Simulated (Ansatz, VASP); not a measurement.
# Cross-check of SnAs between VASP and Ansatz, part 2 of 2

Aim: how closely do two programs agree when they are given the same cell, functional and k mesh? The cell is taken from a series of VASP runs on this material, whose earlier steps may have relaxed, scaled or displaced it; both programs get it as it stands.

VASP 6.6.1 and Ansatz 0.2.0.

So far. Step 3 (Ansatz: single point, r2SCAN with rVV10): The run ends at a pressure of 0.11 GPa.

### Step 5. VASP: band structure, r2SCAN with rVV10, spin-orbit coupling

Level of this step: r2SCAN with rVV10, spin-orbit coupling; plane waves and PAW (Sn_d, As) (VASP).

A single point gives forces, pressure and levels at one fixed geometry, so differences don't come from the geometry; what else differs is listed under the comparison.

Input file INCAR:

```
SYSTEM = SnAs
PREC = Accurate
ENCUT = 400
EDIFF = 1E-06
NELM = 100
ISMEAR = 0
SIGMA = 0.05
LREAL = .FALSE.
ALGO = Normal
METAGGA = R2SCAN
LUSE_VDW = .TRUE.
IVDW_NL = 2
BPARAM = 11.95
CPARAM = 0.0093
LASPH = .TRUE.
LNONCOLLINEAR = .TRUE.
MAGMOM = 0 0 0 0 0 0
NBANDS = 30
GGA_COMPAT = .FALSE.
LSORBIT = .TRUE.
LORBIT = 11
LWAVE = .FALSE.
LCHARG = .FALSE.
KPAR = 2
```

Input file POSCAR:

```
SnAs
1.0
    0.0000000000      2.8606905512      2.8606905512
    2.8606905512      0.0000000000      2.8606905512
    2.8606905512      2.8606905512      0.0000000000
Sn As
1 1
Direct
    0.0000000000      0.0000000000      0.0000000000
    0.5000000000      0.5000000000      0.5000000000
```

Input file KPOINTS:

```
Automatic mesh
0
Gamma
5 5 5
0 0 0
```

Input file KPOINTS_OPT:

```
Line mode
16
Line-mode
Reciprocal
  0.00000000   0.00000000   0.00000000 GAMMA
  0.50000000   0.00000000   0.50000000 X

  0.50000000   0.00000000   0.50000000 X
  0.50000000   0.25000000   0.75000000 W

  0.50000000   0.25000000   0.75000000 W
  0.37500000   0.37500000   0.75000000 K

  0.37500000   0.37500000   0.75000000 K
  0.00000000   0.00000000   0.00000000 GAMMA

  0.00000000   0.00000000   0.00000000 GAMMA
  0.50000000   0.50000000   0.50000000 L

  0.50000000   0.50000000   0.50000000 L
  0.62500000   0.25000000   0.62500000 U

  0.62500000   0.25000000   0.62500000 U
  0.50000000   0.25000000   0.75000000 W

  0.50000000   0.25000000   0.75000000 W
  0.50000000   0.50000000   0.50000000 L

  0.50000000   0.50000000   0.50000000 L
  0.37500000   0.37500000   0.75000000 K

  0.62500000   0.25000000   0.62500000 U
  0.50000000   0.00000000   0.50000000 X
```

The projector-augmented-wave data sets are Sn_d and As (PBE family, release 64).

Command:

```bash
$ mpirun -np 2 vasp_ncl
```

Numbers of over 12 decimals in the logs are rounded to 6 here.

What it wrote:

```text
[banner, memory and clock lines left out]
running    2 mpi-ranks, on    1 nodes
[...]
[... a notice as in an earlier step ...]

 [... a notice as in an earlier step ...]

 LDA part: xc-table for (None), standard interpolation
 POSCAR, INCAR and KPOINTS ok, starting setup
[...]
entering main loop
       N       E                     dE             d eps       ncg     rms          rms(c)
Total rVV10 correction in eV:      0.4321807    21.5668747
Total rVV10 correction in eV:      0.4321807    21.5668747
DAV:   1     0.124183505983E+03    0.12418E+03   -0.78173E+03   624   0.145E+03
DAV:   2    -0.216596109463E+02   -0.14584E+03   -0.14079E+03   612   0.417E+02
DAV:   3    -0.412198025128E+02   -0.19560E+02   -0.19177E+02   690   0.133E+02
DAV:   4    -0.420223165581E+02   -0.80251E+00   -0.80001E+00   726   0.286E+01
DAV:   5    -0.420491864158E+02   -0.26870E-01   -0.26868E-01   842   0.516E+00    0.366E+00
Total rVV10 correction in eV:      0.4334720    21.5668756
Total rVV10 correction in eV:      0.4334720    21.5668756
[...]
Total rVV10 correction in eV:      0.4387704    21.5668756
   1 F= -.39124260E+02 E0= -.39122433E+02  d E =-.365422E-02  mag=    -0.0000    -0.0000     0.0000
 Start KPOINTS_OPT (optional k-point list driver)
k-point batch [1-10\160]
       N       E                     dE             ncg
DAV:   1     0.418465154242E+03   -0.53741E+03      650
DAV:   2    -0.111223274222E+04   -0.15307E+04      612
DAV:   3    -0.132703531929E+04   -0.21480E+03      706
DAV:   4    -0.133499050796E+04   -0.79552E+01      760
DAV:   5    -0.133524537453E+04   -0.25487E+00      890
DAV:   6    -0.133524849900E+04   -0.31245E-02      802
DAV:   7    -0.133524859550E+04   -0.96507E-04      908
DAV:   8    -0.133524859716E+04   -0.16537E-05      730
DAV:   9    -0.133524859721E+04   -0.51939E-07      526
[...]
k-point batch [151-160\160]
       N       E                     dE             ncg
DAV:   1     0.166711212240E+03   -0.55905E+04      632
DAV:   2    -0.128230050135E+04   -0.14490E+04      600
DAV:   3    -0.145905987796E+04   -0.17676E+03      800
DAV:   4    -0.146475014031E+04   -0.56903E+01      722
DAV:   5    -0.146493819497E+04   -0.18805E+00      910
DAV:   6    -0.146493968418E+04   -0.14892E-02      732
DAV:   7    -0.146493975334E+04   -0.69155E-04      904
DAV:   8    -0.146493975406E+04   -0.72763E-06      638
```

Parts of OUTCAR (step 5):

```text
  Total       -0.0097338     -0.0097338     -0.0097338      0.0000000     -0.0000000     -0.0000000
  in kB       -0.3330828     -0.3330828     -0.3330828      0.0000000     -0.0000000     -0.0000000
  external PRESSURE =      -0.3330828 kB  Pullay stress =       0.0000000 kB

 POSITION                                       TOTAL-FORCE (eV/Angst)
 -----------------------------------------------------------------------------------
      0.00000      0.00000      0.00000         0.000000      0.000000      0.000000
      2.86069      2.86069      2.86069         0.000000      0.000000      0.000000
 -----------------------------------------------------------------------------------
    total drift:                               -0.000000      0.000000      0.000000

  FREE ENERGIE OF THE ION-ELECTRON SYSTEM (eV)
  ---------------------------------------------------
  free  energy   TOTEN  =       -39.1242597418 eV

  energy  without entropy=      -39.1206055182  energy(sigma->0) =      -39.12243263

 magnetization (x)
# of ion       s       p       d       tot
------------------------------------------
    1        0.000   0.000   0.000   0.000
    2        0.000   0.000  -0.000   0.000
--------------------------------------------------
tot          0.000   0.000  -0.000   0.000

 magnetization (y)
# of ion       s       p       d       tot
------------------------------------------
    1        0.000   0.000   0.000   0.000
    2        0.000   0.000   0.000   0.000
--------------------------------------------------
tot          0.000   0.000   0.000   0.000

 magnetization (z)
# of ion       s       p       d       tot
------------------------------------------
    1        0.000   0.000  -0.000  -0.000
    2        0.000  -0.000   0.000  -0.000
--------------------------------------------------
tot          0.000  -0.000  -0.000  -0.000

[... 1 part as in an earlier step ...]

[... 2 further parts left out ...]
[key lines of the parts left out:]
E-fermi :   6.6534
```

The run ends at a pressure of -0.03 GPa.

### Step 6. Ansatz: band structure, r2SCAN with rVV10, spin-orbit coupling

The same cell, functional, mesh and smearing now go to Ansatz, which takes its cutoff from its data sets.

The cell is taken from a series of VASP runs on this material, whose earlier steps may have relaxed, scaled or displaced it; both programs get it as it stands.

Input file input.yaml:

```yaml
crystal:
  lattice:
    - [0.0, 2.8606905512, 2.8606905512]
    - [2.8606905512, 0.0, 2.8606905512]
    - [2.8606905512, 2.8606905512, 0.0]
  atoms:
    - { symbol: Sn, position: [0.0, 0.0, 0.0] }
    - { symbol: As, position: [0.5, 0.5, 0.5] }
hamiltonian:
  xc: r2scan
  pseudopotentials: { kind: paw_fr }
  dispersion: rvv10
magnetization:
  noncollinear: true
  spin_orbit: true
kpoints:
  mp_grid: { grid: [5, 5, 5] }
  band_path:
    path:
      - [0.0, 0.0, 0.0]
      - [0.16667, 0.0, 0.16667]
      - [0.33333, 0.0, 0.33333]
      - [0.5, 0.0, 0.5]
      - [0.5, 0.08333, 0.58333]
      - [0.5, 0.18333, 0.68333]
      - [0.5, 0.25, 0.75]
      - [0.45, 0.3, 0.75]
      - [0.40833, 0.34167, 0.75]
      - [0.35, 0.35, 0.7]
      - [0.225, 0.225, 0.45]
      - [0.075, 0.075, 0.15]
      - [0.03333, 0.03333, 0.03333]
      - [0.23333, 0.23333, 0.23333]
      - [0.4, 0.4, 0.4]
      - [0.51667, 0.46667, 0.51667]
      - [0.55833, 0.38333, 0.55833]
      - [0.60833, 0.28333, 0.60833]
      - [0.60833, 0.25, 0.64167]
      - [0.55833, 0.25, 0.69167]
      - [0.51667, 0.25, 0.73333]
      - [0.5, 0.3, 0.7]
      - [0.5, 0.38333, 0.61667]
      - [0.5, 0.48333, 0.51667]
      - [0.475, 0.475, 0.55]
      - [0.425, 0.425, 0.65]
      - [0.38333, 0.38333, 0.73333]
      - [0.59167, 0.18333, 0.59167]
      - [0.55, 0.1, 0.55]
      - [0.5, 0.0, 0.5]
    npoints: 1
scf:
  occupations: { method: gaussian, width: 0.05 }
  n_extra_bands: 14
output:
  forces: true
  stress: true
  eigenvalues: true
```

Command:

```bash
$ ansatz run input.yaml --threads 2 --pin off --max-ram 4608MiB --backend cpu --events-out ev --progress --plain --runs-dir out
```

What it wrote:

```text
[...]
non-collinear run that drives no moment, with spin-orbit: no starting moment large enough to seed its density (crystal.atoms[].spin), no starting occupations that ask for one, no magnetisation constraint and no magnetic field, so the semilocal B_xc is pinned to zero
Crystal: 2 atoms, lattice volume = 46.821 Å³
[...]
k-point 1: bands = [... 25 lower, 9.6647, 9.9384, 9.9384, 11.6038, 11.6038, 14.4872, 14.4872, 14.9416, ... 10 higher]
  k-point 2: bands = [... 25 lower, 10.0256, 10.2321, 10.2321, 12.0915, 12.0915, 12.6373, 12.6373, 12.9661, ... 10 higher]
  k-point 9: bands = [... 25 lower, 6.4685, 6.7039, 6.7039, 11.2415, 11.2415, 13.7955, 13.7955, 16.5054, ... 10 higher]
[key lines of the parts left out:]
SCF converged after 7 iterations
Magnetization: |M| = 0.0000 μB,  M = (+0.0000, +0.0000, +0.0000) μB
Free energy (F): -10886.937569 eV
Fermi energy:    10.689164 eV
P = ⅓ Tr σ = -0.2647 GPa (-2.647 kbar)
```

Elapsed: 40 s, on 2 threads of Arm Neoverse N1, shared host; peak memory 0.69 GiB; 78 s of CPU time.

### Step 7. Comparison

What differs besides the data sets and the points named for the pairs above, as far as they apply: spin-orbit coupling enters by fully relativistic files in Ansatz and inside the spheres in VASP; the data sets hold 29 valence electrons in Ansatz (fully relativistic PAW (standard-fr) files) and 19 in VASP. Total energies have different zeros and are not compared.

Compared:

| quantity | Ansatz | VASP | difference |
| --- | --- | --- | --- |
| pressure (GPa) | -0.26 | -0.03 | -0.23 |

Levels from 3 eV below to 2 eV above the Fermi level differ by 4 meV r.m.s. and 11 meV at most; each VASP level is matched to the nearest of Ansatz, which flatters the figure a little.

### Step 8. Results

```yaml
difference_in_pressure_single_point_r2scan_with_rvv10: -0.20 GPa
r_m_s_difference_of_levels_near_the_fermi_level_band_structure_r2scan_with_rvv10_spin_orbit_coupling: 4 meV
```

What this shows: The difference in pressure is -0.20 GPa (single point, r2SCAN with rVV10), within the 1 GPa picked in this series as the mark of a large difference. How closely two codes agree says nothing of how well the functional describes the real material.

[Lines on the potential files, build, host, timing and source positions are cut from VASP's logs without a mark.]

[Logs are printed without paths, hosts, clocks, repeated set-up lines and the standing remarks that a program may print on its own settings, such as how far it seeks lower states.]

[Hosts, paths, dates, database ids (printed as entryN), source tags and the programs' standing remarks are cut or masked in the printed files.]
